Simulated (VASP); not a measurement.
Here is the system:

```yaml
crystal:
  lattice:
    - [6.21181, 0.00000, 0.00000]
    - [0.00000, 6.21181, 0.00000]
    - [0.00000, 0.00000, 6.21181]
  atoms:
    - { symbol: Hg, position: [0.00000, 0.00000, 0.00000] }
    - { symbol: Se, position: [0.25175, 0.25175, 0.25175] }
    - { symbol: Se, position: [0.74825, 0.74825, 0.25175] }
    - { symbol: Se, position: [0.74825, 0.25175, 0.74825] }
    - { symbol: Se, position: [0.25175, 0.74825, 0.74825] }
    - { symbol: Cd, position: [0.50000, 0.50000, 0.00000] }
    - { symbol: Cd, position: [0.50000, 0.00000, 0.50000] }
    - { symbol: Cd, position: [0.00000, 0.50000, 0.50000] }
```

Computed with PBE GGA, VASP's PBE PAW potentials (set 64) (plane waves; VASP). Run with 400 eV cut-off, 4×4×4 Γ-centred mesh, Gaussian smearing of 0.050 eV, potentials Hg Se Cd.

Unless said otherwise, spin-orbit coupling is left out, though it shifts the bands of the heavy elements here.

Q: What does the run give for the energy per atom (σ→0), band gap (on the k-mesh) with the smallest direct gap where there is one?

A: 
The band gap (on the k-mesh) is 0.09 eV and the smallest direct gap (on the k-mesh) is 0.09 eV. The energy per atom (σ→0) is -2.569 eV/atom.

Total energies compare only between runs with the same potentials, cut-off and functional.

The structure was generated: Cd3HgSe4 was put into an ordered model structure (P-43m), which need not be its known phase. It was relaxed first, which changed the volume by +8 %.
